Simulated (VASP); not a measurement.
# BaZnPF: electric field gradients, part 2 of 4

Wanted: the field gradients at the nuclei of BaZnPF. The cell has space group P4/nmm. The start is a cell from a database of measured crystal structures.

VASP 6.6.1, plane waves and PAW; the level of theory is named at each step.

So far. Step 2 (Local probes at LDA): The largest gradient is -13.91 V/Å², at P5.

## (3) Local probes at PBE

This step: PBE; plane waves and PAW (Ba_sv, Zn, P, F) (VASP 6.6.1).

Field gradients probe the charge near the nuclei, so LASPH is on and the cutoff is at least 1.4 times the default of the data sets; this run is at PBE.

File INCAR:

```
SYSTEM = BaZnPF
PREC = Accurate
ENCUT = 560
EDIFF = 1E-07
NELM = 100
ISMEAR = -1
SIGMA = 0.05
LREAL = .FALSE.
ALGO = Normal
GGA = PE
NBANDS = 42
LORBIT = 11
LWAVE = .FALSE.
LCHARG = .FALSE.
KPAR = 2
LEFG = .TRUE.
ICORELEVEL = 1
LASPH = .TRUE.
```

File POSCAR:

```
BaZnPF
1.0
    4.1563400000      0.0000000000      0.0000000000
    0.0000000000      4.1563400000      0.0000000000
    0.0000000000      0.0000000000      9.4574300000
Ba Zn P F
2 2 2 2
Direct
    0.5000000000      0.0000000000      0.3317700000
    0.0000000000      0.5000000000      0.6682300000
    0.5000000000      0.5000000000      0.0000000000
    0.0000000000      0.0000000000      0.0000000000
    0.0000000000      0.5000000000      0.1491000000
    0.5000000000      0.0000000000      0.8509000000
    0.5000000000      0.5000000000      0.5000000000
    0.0000000000      0.0000000000      0.5000000000
```

File KPOINTS:

```
Automatic mesh
0
Gamma
8 8 4
0 0 0
```

PAW data sets: Ba_sv, Zn, P and F (PBE family, release 64).

The run is started by

```bash
mpirun -np 2 vasp_std
```

Output:

```text
[banner, memory and clock lines left out]
running    2 mpi-ranks, on    1 nodes
 distrk:  each k-point on    1 cores,    2 groups
 distr:  one band on    1 cores,    1 groups

 POSCAR found type information on POSCAR BaZnP F
 POSCAR found :  4 types and       8 ions
 LDA part: xc-table for (Slater+PW92), standard interpolation
 POSCAR, INCAR and KPOINTS ok, starting setup
 FFT: planning ... GRIDC
 FFT: planning ... GRID_SOFT
 FFT: planning ... GRID
 WAVECAR not read
 entering main loop
       N       E                     dE             d eps       ncg     rms          rms(c)
DAV:   1     0.693875198673E+03    0.69388E+03   -0.32825E+04  3780   0.182E+03
DAV:   2     0.532573854015E+02   -0.64062E+03   -0.61101E+03  4126   0.432E+02
DAV:   3    -0.338767664224E+02   -0.87134E+02   -0.86255E+02  4166   0.169E+02
DAV:   4    -0.385312858518E+02   -0.46545E+01   -0.46357E+01  5102   0.339E+01
DAV:   5    -0.386797951840E+02   -0.14851E+00   -0.14841E+00  5510   0.601E+00    0.120E+01
DAV:   6    -0.353334794663E+02    0.33463E+01   -0.13423E+01  5160   0.451E+01    0.791E+00
DAV:   7    -0.354077891441E+02   -0.74310E-01   -0.31592E+00  4606   0.983E+00    0.435E+00
DAV:   8    -0.353871973652E+02    0.20592E-01   -0.22628E-01  4590   0.315E+00    0.129E+00
DAV:   9    -0.353855561912E+02    0.16412E-02   -0.54815E-02  5744   0.198E+00    0.251E-01
DAV:  10    -0.353870039391E+02   -0.14477E-02   -0.89234E-03  4424   0.467E-01    0.180E-01
DAV:  11    -0.353881908680E+02   -0.11869E-02   -0.18651E-03  4818   0.293E-01    0.564E-02
DAV:  12    -0.353882751091E+02   -0.84241E-04   -0.53333E-04  5336   0.164E-01    0.179E-02
DAV:  13    -0.353882891835E+02   -0.14074E-04   -0.54758E-05  4364   0.431E-02    0.101E-02
DAV:  14    -0.353882905799E+02   -0.13965E-05   -0.74260E-06  4964   0.168E-02    0.297E-03
DAV:  15    -0.353882907292E+02   -0.14929E-06   -0.15886E-06  4696   0.651E-03    0.137E-03
DAV:  16    -0.353882905432E+02    0.18597E-06   -0.41146E-07  4592   0.391E-03    0.612E-04
DAV:  17    -0.353882905282E+02    0.15007E-07   -0.66943E-08  2528   0.166E-03
ion   1
     0.0000000    -0.0000000     0.0000000     0.1352444     0.0000000     0.0000000
     0.0000600    -0.0000000     0.0000000     0.1352444     0.0000000     0.0000000
     0.0000826    -0.0000000     0.0000000     0.1352444     0.0000000     0.0000000
     0.0001137    -0.0000000     0.0000000     0.1352444     0.0000000     0.0000000
     0.0001566    -0.0000000     0.0000000     0.1352444     0.0000000     0.0000000

     0.0000000    -0.0000000     0.0000000     7.3112025     0.0000000     0.0000000
     0.0000600    -0.0000000     0.0000000     7.3083644     0.0000000     0.0000000
     0.0000826    -0.0000000     0.0000000     7.3068652     0.0000000     0.0000000
     0.0001137    -0.0000000     0.0000000     7.3044861     0.0000000     0.0000000
     0.0001566    -0.0000000     0.0000000     7.3007258     0.0000000     0.0000000

ion   2
     0.0000000    -0.0000000    -0.0000000     0.1352444    -0.0000000    -0.0000000
     0.0000600    -0.0000000    -0.0000000     0.1352444    -0.0000000    -0.0000000
     0.0000826    -0.0000000    -0.0000000     0.1352444    -0.0000000    -0.0000000
     0.0001137    -0.0000000    -0.0000000     0.1352444    -0.0000000    -0.0000000
     0.0001566    -0.0000000    -0.0000000     0.1352444    -0.0000000    -0.0000000

     0.0000000    -0.0000000     0.0000000     7.3112025    -0.0000000    -0.0000000
     0.0000600    -0.0000000     0.0000000     7.3083644    -0.0000000    -0.0000000
     0.0000826    -0.0000000     0.0000000     7.3068652    -0.0000000    -0.0000000
     0.0001137    -0.0000000     0.0000000     7.3044861    -0.0000000    -0.0000000
     0.0001566    -0.0000000     0.0000000     7.3007258    -0.0000000    -0.0000000

ion   3
     0.0000000     0.0000000    -0.0000000     0.2708101     0.0000000    -0.0000000
     0.0000468     0.0000000    -0.0000000     0.2708101     0.0000000    -0.0000000
     0.0000645     0.0000000    -0.0000000     0.2708101     0.0000000    -0.0000000
     0.0000888     0.0000000    -0.0000000     0.2708101     0.0000000    -0.0000000
     0.0001223     0.0000000    -0.0000000     0.2708101     0.0000000    -0.0000000

     0.0000000     0.0000000    -0.0000000     0.1243380     0.0000000    -0.0000000
     0.0000468     0.0000000    -0.0000000     0.1243889     0.0000000    -0.0000000
     0.0000645     0.0000000    -0.0000000     0.1244260     0.0000000    -0.0000000
     0.0000888     0.0000000    -0.0000000     0.1244914     0.0000000    -0.0000000
     0.0001223     0.0000000    -0.0000000     0.1246056     0.0000000    -0.0000000

ion   4
     0.0000000     0.0000000    -0.0000000     0.2708101     0.0000000    -0.0000000
     0.0000468     0.0000000    -0.0000000     0.2708101     0.0000000    -0.0000000
     0.0000645     0.0000000    -0.0000000     0.2708101     0.0000000    -0.0000000
     0.0000888     0.0000000    -0.0000000     0.2708101     0.0000000    -0.0000000
     0.0001223     0.0000000    -0.0000000     0.2708101     0.0000000    -0.0000000

     0.0000000    -0.0000000    -0.0000000     0.1243380     0.0000000    -0.0000000
     0.0000468    -0.0000000    -0.0000000     0.1243889     0.0000000    -0.0000000
     0.0000645    -0.0000000    -0.0000000     0.1244260     0.0000000    -0.0000000
     0.0000888    -0.0000000    -0.0000000     0.1244914     0.0000000    -0.0000000
     0.0001223    -0.0000000    -0.0000000     0.1246056     0.0000000    -0.0000000

ion   5
     0.0000000     0.0000000     0.0000000     0.5658772     0.0000000     0.0000000
     0.0000365     0.0000000     0.0000000     0.5658772     0.0000000     0.0000000
     0.0000503     0.0000000     0.0000000     0.5658772     0.0000000     0.0000000
     0.0000692     0.0000000     0.0000000     0.5658772     0.0000000     0.0000000
     0.0000953     0.0000000     0.0000000     0.5658772     0.0000000     0.0000000

     0.0000000     0.0000000     0.0000000    11.6160160     0.0000000     0.0000000
     0.0000365     0.0000000     0.0000000    11.6159891     0.0000000     0.0000000
     0.0000503     0.0000000     0.0000000    11.6159725     0.0000000     0.0000000
     0.0000692     0.0000000     0.0000000    11.6159450     0.0000000     0.0000000
     0.0000953     0.0000000     0.0000000    11.6158995     0.0000000     0.0000000

ion   6
     0.0000000     0.0000000    -0.0000000     0.5658772     0.0000000     0.0000000
     0.0000365     0.0000000    -0.0000000     0.5658772     0.0000000     0.0000000
     0.0000503     0.0000000    -0.0000000     0.5658772     0.0000000     0.0000000
     0.0000692     0.0000000    -0.0000000     0.5658772     0.0000000     0.0000000
     0.0000953     0.0000000    -0.0000000     0.5658772     0.0000000     0.0000000

     0.0000000     0.0000000    -0.0000000    11.6160160     0.0000000     0.0000000
     0.0000365     0.0000000    -0.0000000    11.6159891     0.0000000     0.0000000
     0.0000503     0.0000000    -0.0000000    11.6159725     0.0000000     0.0000000
     0.0000692     0.0000000    -0.0000000    11.6159450     0.0000000     0.0000000
     0.0000953     0.0000000    -0.0000000    11.6158995     0.0000000     0.0000000

ion   7
     0.0000000     0.0000000    -0.0000000    -2.4918351    -0.0000000     0.0000000
     0.0000310     0.0000000    -0.0000000    -2.4918351    -0.0000000     0.0000000
     0.0000427     0.0000000    -0.0000000    -2.4918351    -0.0000000     0.0000000
     0.0000588     0.0000000    -0.0000000    -2.4918350    -0.0000000     0.0000000
     0.0000810     0.0000000    -0.0000000    -2.4918350    -0.0000000     0.0000000

     0.0000000     0.0000000    -0.0000000    -9.9201201    -0.0000000     0.0000000
     0.0000310     0.0000000    -0.0000000    -9.9201162    -0.0000000     0.0000000
     0.0000427     0.0000000    -0.0000000    -9.9201137    -0.0000000     0.0000000
     0.0000588     0.0000000    -0.0000000    -9.9201094    -0.0000000     0.0000000
     0.0000810     0.0000000    -0.0000000    -9.9201022    -0.0000000     0.0000000

ion   8
     0.0000000     0.0000000    -0.0000000    -2.4918351     0.0000000    -0.0000000
     0.0000310     0.0000000    -0.0000000    -2.4918351     0.0000000    -0.0000000
     0.0000427     0.0000000    -0.0000000    -2.4918351     0.0000000    -0.0000000
     0.0000588     0.0000000    -0.0000000    -2.4918350     0.0000000    -0.0000000
     0.0000810     0.0000000    -0.0000000    -2.4918350     0.0000000    -0.0000000

     0.0000000     0.0000000    -0.0000000    -9.9201201     0.0000000    -0.0000000
     0.0000310     0.0000000    -0.0000000    -9.9201162     0.0000000    -0.0000000
     0.0000427     0.0000000    -0.0000000    -9.9201137     0.0000000    -0.0000000
     0.0000588     0.0000000    -0.0000000    -9.9201094     0.0000000    -0.0000000
     0.0000810     0.0000000    -0.0000000    -9.9201022     0.0000000    -0.0000000

   1 F= -.35388291E+02 E0= -.35388167E+02  d E =-.247555E-03
```

Wall time 2.8 min (2 MPI ranks of AMD EPYC 7R43, shared host); peak memory 0.93 GiB.

Parts of OUTCAR (step 3):

```text
 Found     45 irreducible k-points:

   NELECT =      68.0000    total number of electrons

 the core state eigenenergies are
   1-  1s -37239.7572  2s  -5877.2515  2p  -5268.4586  3s  -1232.7731  3p  -1037.7068
       3d   -754.6620  4s   -233.8913  4p   -170.9957  4d    -79.7307
   2-  1s -37239.7572  2s  -5877.2515  2p  -5268.4586  3s  -1232.7731  3p  -1037.7068
       3d   -754.6620  4s   -233.8913  4p   -170.9957  4d    -79.7307
   3-  1s  -9518.0256  2s  -1151.5438  2p   -997.1981  3s   -122.5799  3p    -76.7415

   4-  1s  -9518.0256  2s  -1151.5438  2p   -997.1981  3s   -122.5799  3p    -76.7415

   5-  1s  -2073.8920  2s   -164.0678  2p   -114.5398
   6-  1s  -2073.8920  2s   -164.0678  2p   -114.5398
   7-  1s   -651.7745
   8-  1s   -651.7745

 E-fermi :   3.5286

 k-point     1 :       0.0000    0.0000    0.0000
  band No.  band energies     occupation
    ...
     30       1.0708      2.00000
     31       1.0708      2.00000
     32       2.7137      2.00000
     33       3.2534      1.99189
     34       3.2534      1.99189
     35       3.7029      0.05941
     36       4.8710      0.00000
     37       5.6536      0.00000
     38       5.6788      0.00000
     39       6.9170      0.00000
    ...

 k-point     2 :       0.1250    0.0000    0.0000
  band No.  band energies     occupation
    ...
     30       0.3856      2.00000
     31       1.1804      2.00000
     32       2.6881      2.00000
     33       2.7380      2.00000
     34       3.2005      1.99718
     35       4.2240      0.00000
     36       5.3223      0.00000
     37       5.7900      0.00000
     38       6.4059      0.00000
     39       6.7431      0.00000
    ...

  Total        1.7288508      1.7288508      1.9413410      0.0000000      0.0000000      0.0000000
  in kB       16.9540251     16.9540251     19.0378168      0.0000000      0.0000000      0.0000000
  external PRESSURE =      17.6486224 kB  Pullay stress =       0.0000000 kB

 POSITION                                       TOTAL-FORCE (eV/Angst)
 -----------------------------------------------------------------------------------
      2.07817      0.00000      3.13769        -0.000000      0.000000     -0.287420
      0.00000      2.07817      6.31974         0.000000     -0.000000      0.287420
      2.07817      2.07817      0.00000         0.000000      0.000000      0.000000
      0.00000      0.00000      0.00000         0.000000     -0.000000      0.000000
      0.00000      2.07817      1.41010         0.000000      0.000000      0.012417
      2.07817      0.00000      8.04733         0.000000     -0.000000     -0.012417
      2.07817      2.07817      4.72872         0.000000     -0.000000      0.000000
      0.00000      0.00000      4.72872         0.000000      0.000000      0.000000
 -----------------------------------------------------------------------------------
    total drift:                                0.000000     -0.000000     -0.000000

  FREE ENERGIE OF THE ION-ELECTRON SYSTEM (eV)
  ---------------------------------------------------
  free  energy   TOTEN  =       -35.3882905282 eV

  energy  without entropy=      -35.3880429731  energy(sigma->0) =      -35.38816675

 Electric field gradients after diagonalization (V/A^2)
 (convention: |V_zz| > |V_xx| > |V_yy|)
----------------------------------------------------------------------
 ion       V_xx      V_yy      V_zz     asymmetry (V_yy - V_xx)/ V_zz
----------------------------------------------------------------------
   1       4.643     4.643    -9.286       0.000
   2       4.643     4.643    -9.286       0.000
   3       0.105     0.105    -0.209       0.000
   4       0.105     0.105    -0.209       0.000
   5       7.157     7.157   -14.313       0.000
   6       7.157     7.157   -14.313       0.000
   7      -6.331    -6.331    12.661       0.000
   8      -6.331    -6.331    12.661       0.000
----------------------------------------------------------------------

 total charge
# of ion       s       p       d       tot
------------------------------------------
    1        2.005   5.628   0.277   7.910
    2        2.005   5.628   0.277   7.910
    3        0.528   0.458   9.763  10.749
    4        0.528   0.458   9.763  10.749
    5        1.028   1.481   0.000   2.509
    6        1.028   1.481   0.000   2.509
    7        1.734   4.370   0.000   6.104
    8        1.734   4.370   0.000   6.104
--------------------------------------------------
tot         10.591  23.876  20.079  54.546

[... 9 parts as in an earlier step ...]

[... 4 further parts left out ...]
```

Numbers from this step:

```
free energy (TOTEN)     : -35.39 eV
energy at zero smearing : -35.39 eV
Fermi energy            : 3.529 eV
pressure                : 1.765 GPa
```

The two shallowest core shells; atoms whose shallowest level rounds to another's at 0.01 eV are left out. Core levels, by row:

```
atom  shell  level below the valence-band top (eV)
 Ba1     4p                                  174.2
 Ba1     4d                                  82.98
 Zn3     3s                                  125.8
 Zn3     3p                                  79.99
  P5     2s                                  167.3
  P5     2p                                  117.8
  F7     1s                                    655
```

Ordered as |Vzz| ≥ |Vxx| ≥ |Vyy|, the program's way. Electric field gradients, by row:

```
atom  Vxx (V/Å²)  Vyy (V/Å²)  Vzz (V/Å²)  asymmetry
 Ba1       4.643       4.643      -9.286          0
 Ba2       4.643       4.643      -9.286          0
 Zn3       0.105       0.105      -0.209          0
 Zn4       0.105       0.105      -0.209          0
  P5       7.157       7.157      -14.31          0
  P6       7.157       7.157      -14.31          0
  F7      -6.331      -6.331       12.66          0
  F8      -6.331      -6.331       12.66          0
```

The largest gradient is -14.31 V/Å², at P5.

The run ends at a pressure of 1.76 GPa, with forces up to 0.29 eV/Å.

(Continued in part 3 of 4.)

[Lines on the potential files, build, host, timing and source positions are cut from VASP's logs without a mark.]

[Logs are printed without paths, hosts, clocks, repeated set-up lines and the standing remarks that a program may print on its own settings, such as how far it seeks lower states.]

[Hosts, paths, dates, database ids (printed as entryN), source tags and the programs' standing remarks are cut or masked in the printed files.]
